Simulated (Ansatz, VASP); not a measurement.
# BaY: VASP beside Ansatz

One calculation is typed for both programs; each brings its own data sets and cutoff. How far apart do they land? The cell is invented: other elements were put on sites of a known structure type. It may not be a known or stable phase. The cell is taken from a series of VASP runs on this material, whose earlier steps may have relaxed, scaled or displaced it; both programs get it as it stands.

Method: plane waves, with VASP 6.6.1 beside it; single point at PBE, in Ansatz 0.2.0.

## Step 1: The starting structure

Symmetry: P4/mmm, No. 123, tetragonal system. Conventional cell: a = 4.383 Å, b = 4.383 Å, c = 4.615 Å, α = 90.00°, β = 90.00°, γ = 90.00°. Nearest to Ba lie 8 Y at 3.86 Å. Y has 8 Ba at 3.86 Å nearest. Farther neighbours are not listed.

Coordinates:

```xyz
2
Lattice="4.3829 0.0000 0.0000 0.0000 4.3829 0.0000 0.0000 0.0000 4.6148" Properties=species:S:1:pos:R:3 pbc="T T T"
Ba    0.0000    0.0000    0.0000
Y     2.1914    2.1914    2.3074
```

## Step 2: VASP: single point, PBE

With cell and atoms fixed, the geometry can't cause a difference; cores, projectors, grids and the points listed under the comparison can.

Lines of VASP's logs that name or quote its potential files are left out, and so is its time.

INCAR reads:

```
SYSTEM = BaY
PREC = Accurate
ENCUT = 400
EDIFF = 1E-06
NELM = 100
ISMEAR = -1
SIGMA = 0.05
LREAL = .FALSE.
ALGO = Normal
GGA = PE
NBANDS = 16
LORBIT = 11
LWAVE = .FALSE.
LCHARG = .FALSE.
ISIF = 2
```

POSCAR reads:

```
BaY
1.0
    4.3828805935      0.0000000000      0.0000000000
    0.0000000000      4.3828805935      0.0000000000
    0.0000000000      0.0000000000      4.6148043539
Ba Y
1 1
Direct
    0.0000000000      0.0000000000      0.0000000000
    0.5000000000      0.5000000000      0.5000000000
```

KPOINTS reads:

```
Automatic mesh
0
Gamma
5 5 4
0 0 0
```

The projector-augmented-wave data sets are Ba_sv and Y_sv (PBE family, release 64).

The run is started by

```sh
> mpirun -np 1 vasp_std
```

Numbers of over 12 decimals in the logs are rounded to 6 here.

What it wrote:

```text
[banner, memory and clock lines left out]
running    1 mpi-ranks, on    1 nodes
 distrk:  each k-point on    1 cores,    1 groups
 distr:  one band on    1 cores,    1 groups

 POSCAR found type information on POSCAR BaY
 POSCAR found :  2 types and       2 ions
 LDA part: xc-table for (Slater+PW92), standard interpolation
 POSCAR, INCAR and KPOINTS ok, starting setup
 FFT: planning ... GRIDC
 FFT: planning ... GRID_SOFT
 FFT: planning ... GRID
 WAVECAR not read
 entering main loop
       N       E                     dE             d eps       ncg     rms          rms(c)
DAV:   1     0.953741131282E+02    0.95374E+02   -0.85396E+03   576   0.937E+02
DAV:   2    -0.182707975578E+01   -0.97201E+02   -0.95524E+02   752   0.219E+02
DAV:   3    -0.840148033438E+01   -0.65744E+01   -0.65366E+01  1024   0.420E+01
DAV:   4    -0.852807554956E+01   -0.12660E+00   -0.12655E+00   712   0.560E+00
DAV:   5    -0.853130042770E+01   -0.32249E-02   -0.32249E-02   872   0.670E-01    0.159E+01
DAV:   6    -0.770778003550E+01    0.82352E+00   -0.21983E+00   664   0.490E+00    0.114E+01
DAV:   7    -0.768834702121E+01    0.19433E-01   -0.15220E+00   824   0.385E+00    0.251E+00
DAV:   8    -0.767055564758E+01    0.17791E-01   -0.60866E-01   688   0.274E+00    0.190E+00
DAV:   9    -0.766023496330E+01    0.10321E-01   -0.14026E-01   696   0.136E+00    0.109E+00
DAV:  10    -0.765871575686E+01    0.15192E-02   -0.82745E-03   720   0.402E-01    0.122E-01
DAV:  11    -0.765870254407E+01    0.13213E-04   -0.11682E-03   840   0.161E-01    0.477E-02
DAV:  12    -0.765870118858E+01    0.13555E-05   -0.21675E-05   704   0.284E-02    0.212E-02
DAV:  13    -0.765869985822E+01    0.13304E-05   -0.31108E-06   664   0.114E-02    0.107E-02
DAV:  14    -0.765869796492E+01    0.18933E-05   -0.85966E-06   728   0.129E-02    0.108E-03
DAV:  15    -0.765869811235E+01   -0.14742E-06   -0.27225E-07   368   0.306E-03
   1 F= -.76586981E+01 E0= -.76424415E+01  d E =-.325133E-01
```

From OUTCAR (step 2):

```text
ion  position               nearest neighbor table
   1  0.000  0.000  0.000-   2 3.86   2 3.86   2 3.86   2 3.86   2 3.86   2 3.86   2 3.86   2 3.86

  LATTYP: Found a simple tetragonal cell.
 ALAT       =     4.3828805935
 C/A-ratio  =     1.0529158291

 Subroutine GETGRP returns: Found 16 space group operations
 (whereof 16 operations were pure point group operations)

The static configuration has the point symmetry D_4h.

 Found     18 irreducible k-points:

   k-points           NKPTS =     18   k-points in BZ     NKDIM =     18   number of bands    NBANDS=     16

   dimension x,y,z NGX =    30 NGY =   30 NGZ =   30
   dimension x,y,z NGXF=    60 NGYF=   60 NGZF=   60

   ENCUT  =  400.0 eV  29.40 Ry    5.42 a.u.   7.15  7.15  7.53*2*pi/ulx,y,z

   NELECT =      21.0000    total number of electrons

 k-points in reciprocal lattice and weights: Automatic mesh
   0.00000000  0.00000000  0.00000000       0.010
   0.20000000  0.00000000  0.00000000       0.040
   0.40000000  0.00000000  0.00000000       0.040
   0.20000000  0.20000000  0.00000000       0.040
   0.40000000  0.20000000  0.00000000       0.080
   0.40000000  0.40000000  0.00000000       0.040
   0.00000000  0.00000000  0.25000000       0.020
   0.20000000  0.00000000  0.25000000       0.080
   0.40000000  0.00000000  0.25000000       0.080
[...]
0.40000000  0.20000000  0.50000000       0.080
   0.40000000  0.40000000  0.50000000       0.040

 average (electrostatic) potential at core
       1 -37.7726       2 -39.4959

 E-fermi :   2.3487

 k-point     1 :       0.0000    0.0000    0.0000
  band No.  band energies     occupation
    ...
      7     -10.7263      2.00000
      8     -10.7263      2.00000
      9      -1.2593      2.00000
     10       1.3201      2.00000
     11       1.4213      2.00000
     12       3.7985      0.00000
     13       3.7985      0.00000
     14       4.0923      0.00000
     15       5.5567      0.00000
     16       5.9934      0.00000

 k-point     2 :       0.2000    0.0000    0.0000
  band No.  band energies     occupation
    ...
      7     -10.7778      2.00000
      8     -10.7188      2.00000
      9      -0.7788      2.00000
     10       1.5956      2.00000
     11       1.6917      2.00000
     12       3.6879      0.00000
     13       3.9646      0.00000
     14       3.9692      0.00000
     15       5.1004      0.00000
     16       5.5232      0.00000

 k-point     3 :       0.4000    0.0000    0.0000
  band No.  band energies     occupation
    ...
      7     -10.7664      2.00000
      8     -10.7067      2.00000
      9       0.4173      2.00000
     10       1.6279      2.00000
     11       2.2976      1.47055
     12       3.6328      0.00000
     13       3.8154      0.00000
     14       3.8521      0.00000
     15       4.3364      0.00000
     16       4.4166      0.00000

  Total       -0.1059847     -0.1059847     -0.1721464      0.0000000      0.0000000      0.0000000
  in kB       -1.9154948     -1.9154948     -3.1112574      0.0000000      0.0000000      0.0000000
  external PRESSURE =      -2.3140824 kB  Pullay stress =       0.0000000 kB

  energy-cutoff  :      400.00
  volume of cell :       88.65
      direct lattice vectors                 reciprocal lattice vectors
     4.382880594  0.000000000  0.000000000     0.228160448  0.000000000  0.000000000
     0.000000000  4.382880594  0.000000000     0.000000000  0.228160448  0.000000000
     0.000000000  0.000000000  4.614804354     0.000000000  0.000000000  0.216693910

 POSITION                                       TOTAL-FORCE (eV/Angst)
 -----------------------------------------------------------------------------------
      0.00000      0.00000      0.00000         0.000000      0.000000      0.000000
      2.19144      2.19144      2.30740         0.000000      0.000000      0.000000
 -----------------------------------------------------------------------------------
    total drift:                                0.000000      0.000000      0.000000

  FREE ENERGIE OF THE ION-ELECTRON SYSTEM (eV)
  ---------------------------------------------------
  free  energy   TOTEN  =        -7.6586981123 eV

  energy  without entropy=       -7.6261848066  energy(sigma->0) =       -7.64244146

 total charge
# of ion       s       p       d       f       tot
--------------------------------------------------
    1        2.069   5.526   0.398   0.000   7.993
    2        2.292   6.120   0.778   0.002   9.192
--------------------------------------------------
tot          4.361  11.646   1.176   0.002  17.185

[... 3 further parts left out ...]
```

Harder data sets than Ba_sv exist (the GW ones), and pressures, volumes and forces can shift noticeably with them.

## Step 3: Ansatz: single point, PBE

Ansatz runs on its default PAW (the set named soft_2) files.

The same cell, functional, mesh and smearing now go to Ansatz, which takes its cutoff from its data sets.

input.yaml reads:

```yaml
crystal:
  lattice:
    - [4.3828805935, 0.0, 0.0]
    - [0.0, 4.3828805935, 0.0]
    - [0.0, 0.0, 4.6148043539]
  atoms:
    - { symbol: Ba, position: [0.0, 0.0, 0.0] }
    - { symbol: "Y", position: [0.5, 0.5, 0.5] }
hamiltonian:
  xc: pbe
  pseudopotentials: { kind: paw }
kpoints:
  mp_grid: { grid: [5, 5, 4] }
scf:
  occupations: { method: fermi_dirac, width: 0.05 }
  n_extra_bands: 4
output:
  forces: true
  stress: true
  eigenvalues: true
```

The run is started by

```sh
> ansatz run input.yaml --threads 2 --pin off --max-ram 4608MiB --backend cpu --events-out ev --progress --plain --runs-dir out
```

What it wrote:

```text
scf.n_extra_bands = 4 over 11 filled bands (N_el = 21.0): the run solves 15 bands
Engine: ansatz 0.2.0, aarch64-unknown-linux-gnu
Pseudopotentials: kind: paw
Pseudopotential: Ba, paw, valence charge 10, recommended cutoff 420 eV (normal), Ba.paw.azcp
Pseudopotential: Y, paw, valence charge 11, recommended cutoff 420 eV (normal), Y.paw.azcp
Functional definition: PBE
  parameter kappa = 0.804
  parameter beta = 0.066725
  exchange = pbe_x(kappa = kappa, mu = beta*pi^2/3)
  correlation = pbe_c(beta = beta)
Crystal: 2 atoms, lattice volume = 88.649 Å³
Basis set: ecut = 420 eV, 1759 PW (Γ), exchange–correlation on 60×60×64 points (8 copies of the dense FFT grid, shifted against one another)
Bands: 15, of which v1, the nominal top of the filled ones, is band 11 counted from 1 (10 counted from 0)
Symmetry: 16 space group operations
Space group: P4/mmm (ITA 123), of the structure as read, at distance tolerance 4.5e-5 Å
k-points: 18 of 100
Non-local potential: Ba, projectors of the file, l = 0: 3, l = 1: 2, l = 2: 2, l = 3: 2
Non-local potential: Y, projectors of the file, l = 0: 3, l = 1: 2, l = 2: 2, l = 3: 1
PAW form: soft (Blöchl's): semilocal exchange-correlation on the pseudo side does not see the compensation charge
PAW one-centre angular grid: Ba, 194 points (default); XC on 64 Gauss nodes
PAW one-centre angular grid: Y, 590 points (default); XC on 64 Gauss nodes
Initial density: superposition of atomic densities (neutral atoms: chi_scale 0, normalization atom), corrected by the library's trained network
Initial wavefunctions: pseudopotential atomic-orbital guess
Functional: x = pbe(κ = 0.804, μ = 0.219515), c = pbe(β = 0.066725)
SCF iter   1: F=—  HF=-9797.549639 eV  |F-HF|=—  |Δ(HF+E_count)|=         —  Δρ=2.73e-3  dr2=1.09e-2  ethr=1.77e-3  ⟨swp⟩=6.2  Hψ=1633  notcnv=0
preconditioner: auto → Kerker (q_TF=auto, 2.146 Å⁻¹)  [metal: Δε(μ)=0.092 eV  Ē_g=2.170 eV  σ=0.050 eV  W_gap=0.43  n_scr=18 (ndim 8)  ℏωp=8.8 eV  f_vac=0.000  D(μ)=4.00/eV (n_scr^D=28)]
SCF iter   2: F=—  HF=-9797.547873 eV  |F-HF|=—  |Δ(HF+E_count)|=   1.77e-3  Δρ=1.58e-3  dr2=3.13e-3  ethr=5.20e-5  ⟨swp⟩=2.4  Hψ=568  notcnv=0
SCF iter   3: F=—  HF=-9797.547734 eV  |F-HF|=—  |Δ(HF+E_count)|=   1.39e-4  Δρ=3.86e-4  dr2=1.99e-4  ethr=1.49e-5  ⟨swp⟩=2.6  Hψ=403  notcnv=0
SCF iter   4: F=—  HF=-9797.547728 eV  |F-HF|=—  |Δ(HF+E_count)|=   5.75e-6  Δρ=8.10e-5  dr2=9.82e-6  ethr=9.50e-7  ⟨swp⟩=2.6  Hψ=434  notcnv=0
SCF iter   5: F=—  HF=-9797.547720 eV  |F-HF|=—  |Δ(HF+E_count)|=   8.11e-6  Δρ=1.33e-5  dr2=1.23e-7  ethr=4.67e-8  ⟨swp⟩=2.0  Hψ=364  notcnv=0
SCF iter   6: F=-9797.547720 eV  HF=-9797.547720 eV  |F-HF|=2.57e-9  |Δ(HF+E_count)|=   7.47e-8  Δρ=2.40e-6  dr2=4.35e-9  ethr=4.76e-10  ⟨swp⟩=6.2  Hψ=1315  notcnv=0
SCF 1 converged in 6 iterations: F = -9797.547720 eV  dr2 = 4.35e-9
  greatest PAW one-centre occupation: 0.994 electrons in one spin orbital (limit 2), on the Y atom at site 1 (counted from 0), in its partial waves of l = 0
SCF converged after 6 iterations
Free energy (F): -9797.547720 eV
Harris-Foulkes:  -9797.547720 eV  (|F-HF|=2.57e-9)
Internal energy: -9797.515337 eV  (E = F + TS)
E sigma→0 (E₀):  -9797.531529 eV
Entropy (-TS):   -0.032383 eV (-16.191 meV/atom)
Fermi energy:    7.659456 eV
--- Per-component energies (eV) ---
  E_band       = -207.781947
  E_kinetic    = 469.927252
  E_local      = -1010.213387  (includes V_loc(G=0)·N_el)
  E_nonlocal   = 107.602398
  E_hartree    = 322.811599
  E_xc         = -339.058208
  E_vxc        = -331.652512  (∫ρ·V_xc dr)
  E_paw        = -8051.257721  (= ΣΔE_a)
  E_vpaw       = -89.068690  (= ΣTr[D̂ρ^β])
  E_aug_tail   = 0.000001  (compensation charges beyond the density's cutoff)
  E_ewald      = -1297.327272
  E_smearing   = -0.032383  (= −TS)
  E_closure    = -0.000000  (closes the sum)
  Σ components = -9797.547720   (vs F -9797.547720, Δ=0.00e0)
--- Forces (eV/Å), atoms counted from 1 ---
  atom   1  Ba     0.00000000     0.00000000     0.00000000
  atom   2  Y      0.00000000     0.00000000     0.00000000
  max |Σ_I F_I| component: 0.00e0 eV/Å
--- Stress (GPa, compression-positive) ---
       -0.289862       0.000000       0.000000
        0.000000      -0.289862       0.000000
        0.000000       0.000000      -0.457952
  P = ⅓ Tr σ = -0.3459 GPa (-3.459 kbar)
--- Band table (eV; the first three rows and the last of 18) ---
  k-point 0: bands = [... 7 lower, -5.3849, 4.0883, 6.6483, 6.7494, 9.1292, 9.1292, 9.4229, 10.8860]
  k-point 1: bands = [... 7 lower, -5.3808, 4.7550, 6.9331, 7.0896, 9.1061, 9.1061, 9.6026, 9.8524]
  k-point 2: bands = [... 7 lower, -5.3768, 6.1708, 6.3539, 7.7615, 8.6957, 9.1975, 9.1975, 9.8335]
  k-point 17: bands = [... 7 lower, -5.5967, 7.2131, 7.5822, 7.6058, 8.1443, 8.2530, 8.3358, 10.1741]
```

Wall time 0.97 s (2 threads of Arm Neoverse V2, shared host); peak memory 0.33 GiB.

The column dr2 measures how far the density is from self-consistency, as an energy; F and HF (Harris–Foulkes) agree once it is small.

The run ends at a pressure of -0.35 GPa.

## Step 4: Side by side

Known differences besides the potentials themselves: the cutoff is 420 eV in Ansatz and 400 eV in VASP; VASP leaves aspherical gradient terms in its spheres out (LASPH is not set), Ansatz keeps them. Total energies have different zeros and are not compared.

Both answers:

```csv
quantity,Ansatz,VASP,difference
pressure (GPa),-0.35,-0.23,-0.11
```

## Step 5: Summary of results

* difference in pressure (single point, PBE): -0.11 GPa

**Reading.** The difference in pressure is -0.11 GPa (single point, PBE), within the 1 GPa picked in this series as the mark of a large difference. How closely two codes agree says nothing of how well the functional describes the real material.

[Lines on the potential files, build, host, timing and source positions are cut from VASP's logs without a mark.]

[Logs are printed without paths, hosts, clocks, repeated set-up lines and the standing remarks that a program may print on its own settings, such as how far it seeks lower states.]

[Hosts, paths, dates, database ids (printed as entryN), source tags and the programs' standing remarks are cut or masked in the printed files.]
